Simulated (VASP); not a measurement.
```
C
1.0
    0.00000     1.77697     1.77697
    1.77697     0.00000     1.77697
    1.77697     1.77697     0.00000
C
2
Direct
  0.00000   0.00000   0.00000
  0.25000   0.25000   0.25000
```

Computed with RPBE GGA, VASP's PBE PAW potentials (set 64) (plane waves; VASP). Run with 520 eV cut-off, 13×13×13 Γ-centred mesh, Gaussian smearing of 0.050 eV, potentials C.

Problem. Predict the energy per atom (σ→0), pressure.

Solution. 
```yaml
energy per atom (σ→0): -8.610 eV/atom
pressure: 13.45 GPa
```

The absolute energy has meaning only against runs of the same code, potentials and settings.

The compound is C in the diamond structure. This cell is one point of a volume scan, at 0.97 of the reference volume.
